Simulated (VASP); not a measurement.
# Al3BiO3 (P6_3/m) in VASP: single point with r2SCAN

Aim: the single point of Al3BiO3 with r2SCAN.

Everything below comes from runs of VASP 6.6.1. Logs are shortened: lines on timing, memory, paths and dates and some standing lists are left out, and cuts for length are marked.

## 1. The crystal as given

It takes space group P6_3/m (No. 176, hexagonal). The conventional cell has a = 9.910 Å, b = 9.910 Å, c = 3.071 Å, α = 90.00°, β = 90.00°, γ = 120.00°. Al (site symmetry m) is surrounded by 3 O at 1.84 Å. Around Bi (site symmetry -6) lie 3 Al at 2.88 Å and 2 Bi at 3.07 Å. O (site symmetry m) has 3 Al at 1.84 Å as nearest neighbours.

The cell was built by a generator and needn't be a form met in nature.

## 2. Single point, r2SCAN

INCAR

```
SYSTEM = Al3BiO3
ALGO = Normal
EDIFF = 1E-6
ENCUT = 520
ISIF = 2
ISMEAR = 0
KPAR = 8
LASPH = .TRUE.
LCHARG = .FALSE.
LMIXTAU = .TRUE.
LREAL = .FALSE.
LWAVE = .FALSE.
METAGGA = R2SCAN
NBANDS = 55
NELM = 150
PREC = Accurate
SIGMA = 0.1
```

KPOINTS

```
k-points
0
G
  4 4 10
  0 0 0
```

POSCAR

```
Al3BiO3
1.0
    9.9101600000      0.0000000000      0.0000000000
   -4.9550800000      8.5824500000      0.0000000000
    0.0000000000      0.0000000000      3.0712600000
Al Bi O
6 2 6
Direct
    0.6685840000      0.8535020000      0.2500000000
    0.8535020000      0.1849180000      0.7500000000
    0.1849180000      0.3314160000      0.2500000000
    0.3314160000      0.1464980000      0.7500000000
    0.8150820000      0.6685840000      0.7500000000
    0.1464980000      0.8150820000      0.2500000000
    0.6666670000      0.3333330000      0.7500000000
    0.3333330000      0.6666670000      0.2500000000
    0.7406920000      0.9710450000      0.7500000000
    0.9710450000      0.2303530000      0.2500000000
    0.2303530000      0.2593080000      0.7500000000
    0.2593080000      0.0289550000      0.2500000000
    0.7696470000      0.7406920000      0.2500000000
    0.0289550000      0.7696470000      0.7500000000
```

Potentials or basis: VASP PAW PBE potentials, release 64 (Al, Bi_d, O).

The run is started by

```
$ cat potpaw_PBE.64/Al/POTCAR potpaw_PBE.64/Bi_d/POTCAR potpaw_PBE.64/O/POTCAR > POTCAR
$ mpirun -np 8 vasp_std > vasp.out
```

OUTCAR:

```text
SYSTEM = Al3BiO3
   EDIFF = 1E-6
   ENCUT = 520
   ISIF = 2
   ISMEAR = 0
   LASPH = .TRUE.
   LREAL = .FALSE.
   METAGGA = R2SCAN
   NELM = 150
   PREC = Accurate

 ion  position               nearest neighbor table
   1  0.669  0.854  0.250-  13 1.84   9 1.84   9 1.84   8 2.88   2 3.24   2 3.24   5 3.24   5 3.24

   2  0.854  0.185  0.750-   9 1.84  10 1.84  10 1.84   7 2.88   1 3.24   1 3.24   3 3.24   3 3.24

   3  0.185  0.331  0.250-  10 1.84  11 1.84  11 1.84   8 2.88   4 3.24   4 3.24   2 3.24   2 3.24

   4  0.331  0.146  0.750-  11 1.84  12 1.84  12 1.84   7 2.88   6 3.24   6 3.24   3 3.24   3 3.24

   5  0.815  0.669  0.750-  14 1.84  13 1.84  13 1.84   7 2.88   1 3.24   1 3.24   6 3.24   6 3.24

   6  0.146  0.815  0.250-  12 1.84  14 1.84  14 1.84   8 2.88   4 3.24   4 3.24   5 3.24   5 3.24

   7  0.667  0.333  0.750-   2 2.88   4 2.88   5 2.88
   8  0.333  0.667  0.250-   6 2.88   1 2.88   3 2.88
   9  0.741  0.971  0.750-   2 1.84   1 1.84   1 1.84
  10  0.971  0.230  0.250-   3 1.84   2 1.84   2 1.84
  11  0.230  0.259  0.750-   4 1.84   3 1.84   3 1.84
  12  0.259  0.029  0.250-   6 1.84   4 1.84   4 1.84
  13  0.770  0.741  0.250-   1 1.84   5 1.84   5 1.84
  14  0.029  0.770  0.750-   5 1.84   6 1.84   6 1.84

  LATTYP: Found a hexagonal cell.
 ALAT       =     9.9101600000
 C/A-ratio  =     0.3099102335

  Lattice vectors:

 A1 = (   9.9101600000,   0.0000000000,   0.0000000000)
 A2 = (  -4.9550800000,   8.5824500000,   0.0000000000)
 A3 = (   0.0000000000,   0.0000000000,   3.0712600000)

Analysis of symmetry for initial positions (statically):
=====================================================================
 Subroutine PRICEL returns:
 Original cell was already a primitive cell.

 Routine SETGRP: Setting up the symmetry group for a
 hexagonal supercell.

 Subroutine GETGRP returns: Found 12 space group operations
 (whereof  6 operations were pure point group operations)
 out of a pool of 24 trial point group operations.

The static configuration has the point symmetry S_6 .
 The point group associated with its full space group is C_6h.

Analysis of symmetry for dynamics (positions and initial velocities):
=====================================================================
 Subroutine PRICEL returns:
 Original cell was already a primitive cell.

 Routine SETGRP: Setting up the symmetry group for a
 hexagonal supercell.

 Subroutine GETGRP returns: Found 12 space group operations
 (whereof  6 operations were pure point group operations)
 out of a pool of 24 trial point group operations.

The dynamic configuration has the point symmetry S_6 .
 The point group associated with its full space group is C_6h.

 Subroutine INISYM returns: Found 12 space group operations
 (whereof  6 operations are pure point group operations),
 and found     1 'primitive' translations

----------------------------------------------------------------------------------------

                                     Primitive cell

  volume of cell :     261.2213

  direct lattice vectors                    reciprocal lattice vectors
     9.910160000  0.000000000  0.000000000     0.100906544  0.058258423  0.000000000
    -4.955080000  8.582450000  0.000000000     0.000000000  0.116516845  0.000000000
     0.000000000  0.000000000  3.071260000     0.000000000  0.000000000  0.325599265

  length of vectors
     9.910160000  9.910159727  3.071260000     0.116516842  0.116516845  0.325599265

  position of ions in fractional coordinates (direct lattice)
     0.668584000  0.853502000  0.250000000
     0.853502000  0.184918000  0.750000000
     0.184918000  0.331416000  0.250000000
     0.331416000  0.146498000  0.750000000
     0.815082000  0.668584000  0.750000000
     0.146498000  0.815082000  0.250000000
     0.666667000  0.333333000  0.750000000
     0.333333000  0.666667000  0.250000000
     0.740692000  0.971045000  0.750000000
     0.971045000  0.230353000  0.250000000
     0.230353000  0.259308000  0.750000000
     0.259308000  0.028955000  0.250000000
     0.769647000  0.740692000  0.250000000
     0.028955000  0.769647000  0.750000000

  ion indices of the primitive-cell ions
   primitive index   ion index
                 1           1
                 2           2
                 3           3
                 4           4
                 5           5
                 6           6
                 7           7
                 8           8
                 9           9
                10          10
                11          11
                12          12
                13          13
                14          14

----------------------------------------------------------------------------------------

 KPOINTS: k-points

Automatic generation of k-mesh.
 Grid dimensions read from file:
 generate k-points for:    4    4   10

 Generating k-lattice:

  Cartesian coordinates                     Fractional coordinates (reciprocal lattice)
     0.025226636  0.014564606  0.000000000     0.250000000  0.000000000  0.000000000
     0.000000000  0.029129211  0.000000000     0.000000000  0.250000000  0.000000000
     0.000000000  0.000000000  0.032559927     0.000000000  0.000000000  0.100000000

  Length of vectors
     0.029129211  0.029129211  0.032559927

  Shift w.r.t. Gamma in fractional coordinates (k-lattice)
     0.000000000  0.000000000  0.000000000

 Subroutine IBZKPT returns following result:
 ===========================================

 Found     24 irreducible k-points:

 Following reciprocal coordinates:
            Coordinates               Weight
  0.000000  0.000000  0.000000      1.000000
  0.250000 -0.000000  0.000000      6.000000
  0.500000 -0.000000  0.000000      3.000000
  0.250000  0.250000  0.000000      6.000000
  0.000000  0.000000  0.100000      2.000000
  0.250000 -0.000000  0.100000     12.000000
[... 16 lines left out ...]
  0.500000 -0.000000  0.500000      3.000000
  0.250000  0.250000  0.500000      6.000000
   k-points           NKPTS =     24   k-points in BZ     NKDIM =     24   number of bands    NBANDS=     55
   number of dos      NEDOS =    301   number of ions     NIONS =     14
   total plane-waves  NPLWV = 153600
   dimension x,y,z NGX =    80 NGY =   80 NGZ =   24
   dimension x,y,z NGXF=   160 NGYF=  160 NGZF=   48
   ions per type =               6   2   6
   NGX,Y,Z   is equivalent  to a cutoff of  13.42, 13.42, 12.99 a.u.
   NGXF,Y,Z  is equivalent  to a cutoff of  26.84, 26.84, 25.98 a.u.
 SYSTEM =  Al3BiO3
   PREC   = accura    normal or accurate (medium, high low for compatibility)
   ISTART =      0    job   : 0-new  1-cont  2-samecut
   ICHARG =      2    charge: 1-file 2-atom 10-const
   ISPIN  =      1    spin polarized calculation?
   LNONCOLLINEAR =      F non collinear calculations
   LSORBIT =      F    spin-orbit coupling
   LASPH  =      T    aspherical Exc in radial PAW
   ENCUT  =  520.0 eV  38.22 Ry    6.18 a.u.  18.43 18.43  5.71*2*pi/ulx,y,z
   NELM   =    150;   NELMIN=  2; NELMDL= -5     # of ELM steps
   EDIFF  = 0.1E-05   stopping-criterion for ELM
   LREAL  =      F    real-space projection
   EDIFFG = 0.1E-04   stopping-criterion for IOM
   NSW    =      0    number of steps for IOM
   IBRION =     -1    ionic relax: 0-MD 1-quasi-New 2-CG
   NFREE  =      0    steps in history (QN), initial steepest desc. (CG)
   ISIF   =      2    stress and relaxation
   ISYM   =      2    0-nonsym 1-usesym 2-fastsym
   POTIM  = 0.5000    time-step for ionic-motion
   TEBEG  =    0.0;   TEEND  =   0.0 temperature during run
   PSTRESS=    0.0 pullay stress
   NELECT =      84.0000    total number of electrons
   NUPDOWN=      -1.0000    fix difference up-down
   EMIN   =  10.00;   EMAX   =-10.00  energy-range for DOS
   EFERMI =   0.00;   METHOD = LEGACY
   ISMEAR =     0;   SIGMA  =   0.10  broadening in eV -4-tet -1-fermi 0-gaus
   EFERMI_NEDOS =   21; number of points for ismear=-14 and -15
   IALGO  =     38    algorithm
   IMIX   =      4    mixing-type and parameters
     AMIX     =   0.40;   BMIX     =  1.00
     AMIX_MAG =   1.60;   BMIX_MAG =  1.00
  volume/ion in A,a.u.               =      18.66       125.91
  Fermi-wavevector in a.u.,A,eV,Ry     =   1.121584  2.119486 17.115453  1.257950
  Thomas-Fermi vector in A             =   2.258238
   LORBIT       =      0    0 simple, 1 ext, 2 COOP (PROOUT), +10 PAW based schemes
   METAGGA = R2SCAN    functional components
   LHFCALC =     F    Hartree Fock is set to
   AEXX    =    0.0000 exact exchange contribution
   IVDW    =     0    specifies the selected vdW correction
   LEPSILON=     F    determine dielectric tensor
   LRPA    =     F    only Hartree local field effects (RPA)
 non-spin polarized calculation
 Gauss-broadening in eV      SIGMA  =   0.10
  energy-cutoff  :      520.00
  volume of cell :      261.22
 maximum number of plane-waves:      7058
 NGX is ok and might be reduce to    80
   NGX = 37   NGY = 37   NGZ = 11

 number of electron      84.0000008 magnetization

 Free energy of the ion-electron system (eV)
  ---------------------------------------------------
  ext. energy  EPLUGINS =         0.00000000
  ---------------------------------------------------
  free energy    TOTEN  =      -222.19819455 eV

  energy without entropy =     -222.17853417  energy(sigma->0) =     -222.18836436

 E-fermi :   6.3948     XC(G=0):  -9.3845

 val. band max:        6.3615040404   @ k =   0.2500  -0.0000   0.0000
 cond. band min:       6.4121136646   @ k =   0.5000  -0.0000   0.1000
 fundamental gap:      0.0506096242
 Fermi energy:         6.3948204679

 k-point     1 :       0.0000    0.0000    0.0000
  band No.  band energies     occupation
      1     -18.3376      2.00000
      2     -18.3371      2.00000
      3     -17.9627      2.00000
      4     -17.9627      2.00000
      5     -17.9608      2.00000
      6     -17.9608      2.00000
[... 46 lines left out ...]
     53      10.9497      0.00000
     54      11.1853      0.00000

 k-point     2 :       0.2500   -0.0000    0.0000
  band No.  band energies     occupation
      1     -18.3375      2.00000
      2     -18.3371      2.00000
      3     -17.9630      2.00000
      4     -17.9624      2.00000
      5     -17.9609      2.00000
      6     -17.9608      2.00000
[... 46 lines left out ...]
     53      10.6763      0.00000
     54      11.1932      0.00000

 k-point     3 :       0.5000   -0.0000    0.0000
  band No.  band energies     occupation
      1     -18.3373      2.00000
      2     -18.3372      2.00000
      3     -17.9634      2.00000
      4     -17.9621      2.00000
      5     -17.9610      2.00000
      6     -17.9607      2.00000
[... 46 lines left out ...]
     53      10.8973      0.00000
     54      11.0297      0.00000
[... 1084 lines left out ...]
 k-point    23 :       0.5000   -0.0000    0.5000
  band No.  band energies     occupation
      1     -18.0945      2.00000
      2     -18.0945      2.00000
      3     -18.0945      2.00000
      4     -18.0945      2.00000
      5     -17.9399      2.00000
      6     -17.9399      2.00000
[... 46 lines left out ...]
     53       9.9124      0.00000
     54       9.9124      0.00000

 k-point    24 :       0.2500    0.2500    0.5000
  band No.  band energies     occupation
      1     -18.0945      2.00000
      2     -18.0945      2.00000
      3     -18.0945      2.00000
      4     -18.0945      2.00000
      5     -17.9399      2.00000
      6     -17.9399      2.00000
[... 46 lines left out ...]
     53       9.8515      0.00000
     54       9.8515      0.00000
 [bands above 54 left out]

------------------------ aborting loop because EDIFF is reached ----------------------------------------

  FORCE on cell =-STRESS in cart. coord.  units (eV):
  Direction    XX          YY          ZZ          XY          YZ          ZX
  --------------------------------------------------------------------------------------
  -------------------------------------------------------------------------------------
  Total       -4.2226033     -4.2226030     -5.7236847      0.0000211      0.0000000      0.0000000
  in kB      -25.8989608    -25.8989588    -35.1057095      0.0001295      0.0000000      0.0000000
  external PRESSURE =     -28.9678764 kB  Pullay stress =       0.0000000 kB

 VOLUME and BASIS-vectors are now :
 -----------------------------------------------------------------------------
  energy-cutoff  :      520.00
  volume of cell :      261.22
      direct lattice vectors                 reciprocal lattice vectors
     9.910160000  0.000000000  0.000000000     0.100906544  0.058258423  0.000000000
    -4.955080000  8.582450000  0.000000000     0.000000000  0.116516845  0.000000000
     0.000000000  0.000000000  3.071260000     0.000000000  0.000000000  0.325599265

 POSITION                                       TOTAL-FORCE (eV/Angst)
 -----------------------------------------------------------------------------------
      2.39660      7.32514      0.76782         0.222591      0.125671      0.000000
      7.54206      1.58705      2.30344         0.220129     -0.129934      0.000000
      0.19037      2.84436      0.76782        -0.002462     -0.255605      0.000000
      2.55848      1.25731      2.30344        -0.222591     -0.125671     -0.000000
      4.76471      5.73809      2.30344         0.002462      0.255605      0.000000
     -2.58698      6.99540      0.76782        -0.220129      0.129934      0.000000
      4.95508      2.86081      2.30344         0.000000      0.000000      0.000000
     -0.00000      5.72164      0.76782         0.000000      0.000000      0.000000
      2.52877      8.33395      2.30344         0.036510     -0.041982      0.000000
      8.48179      1.97699      0.76782        -0.018102     -0.052610     -0.000000
      0.99794      2.22550      2.30344        -0.054613     -0.010628      0.000000
      2.42631      0.24850      0.76782        -0.036510      0.041982     -0.000000
      3.95714      6.35695      0.76782         0.054613      0.010628      0.000000
     -3.52671      6.60546      2.30344         0.018102      0.052610      0.000000
 -----------------------------------------------------------------------------------
    total drift:                                0.001590     -0.000665      0.000000

  FREE ENERGIE OF THE ION-ELECTRON SYSTEM (eV)
  ---------------------------------------------------
  free  energy   TOTEN  =      -222.1981945530 eV

  energy  without entropy=     -222.1785341701  energy(sigma->0) =     -222.18836436
```

Wall time 3.8 min (8 MPI ranks of Intel Xeon 6975P-C (Granite Rapids), shared host); peak memory 0.62 GiB.

What came out:

| Quantity | Value |
| --- | --- |
| Free energy | -222.1982 eV |
| Pressure | -2.9 GPa |
| Largest force | 0.256 eV/Å |
| Band gap on the k mesh | none (metal or under the smearing width) |

Forces in eV/Å, atoms in the order of the input:
```
Al   0.223  0.126  0.000
Al   0.220 -0.130  0.000
Al  -0.002 -0.256  0.000
Al  -0.223 -0.126  0.000
Al   0.002  0.256  0.000
Al  -0.220  0.130  0.000
Bi   0.000  0.000  0.000
Bi   0.000  0.000  0.000
O    0.037 -0.042  0.000
O   -0.018 -0.053  0.000
O   -0.055 -0.011  0.000
O   -0.037  0.042  0.000
O    0.055  0.011  0.000
O    0.018  0.053  0.000
```

Caveat: the PAW data sets were made with another functional, which shifts forces and pressure a little; spin-orbit coupling is left out, which moves the levels of the heavy elements.
